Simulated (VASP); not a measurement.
Method: r2SCAN+rVV10, VASP's PBE PAW potentials (set 64) (plane waves; VASP). For the first row: Settings: 520 eV cut-off, 8×8×8 Γ-centred mesh, first-order Methfessel-Paxton smearing of 0.10 eV, potentials Ti_sv Pt.

```tsv
system	energy (eV/atom)
Pt3Ti (L1_2)	-42.6053
Ti (hcp)	-12.6753
Pt (fcc)	-51.3452
```

The references are the elements' solids at the same level; no temperature or zero-point terms are added.  Spin-orbit coupling is left out, which shifts such energies by up to tenths of an eV for the heavy elements here.

**Question.** What is the formation energy per atom of Pt3Ti?

**Answer.** The references average (1×(-12.6753) + 3×(-51.3452))/4 = -41.6777 eV, so the formation energy is -42.6053 − (-41.6777) = -0.928 eV/atom.
